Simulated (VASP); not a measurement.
Data:

```
C
1.0
    0.00000     1.73315     1.73315
    1.73315     0.00000     1.73315
    1.73315     1.73315     0.00000
C
2
Direct
  0.00000   0.00000   0.00000
  0.25000   0.25000   0.25000
```

All values below come from LDA (Ceperley-Alder, Perdew-Zunger), VASP's LDA PAW potentials (set 64) (plane waves; VASP). Run with 620 eV cut-off, 13×13×13 Γ-centred mesh, Gaussian smearing of 0.050 eV, potentials C.

Energy and stress use the plane-wave basis of the starting cell.

Problem. The ions, cell shape and volume at an external pressure of 45.0 GPa are relaxed. Give the cell that the relaxation ends in.

Solution. 
```
C
1.0
    0.00000     1.71884     1.71884
    1.71884     0.00000     1.71884
    1.71884     1.71884     0.00000
C
2
Direct
  0.00000   0.00000   0.00000
  0.25000   0.25000   0.25000
```
Space group Fd-3m (227), at a tolerance of 0.03 Å.

Problem. How do energy and volume change from the first to the last step?

Solution. The energy (σ→0) changes by +29.7 meV/atom and the volume by -2.5 %, in 3 ionic steps.

The compound is C in the diamond structure. This run relaxes it under an external pressure of 45 GPa. Symmetry was kept, so distortions that lower it aren't found.
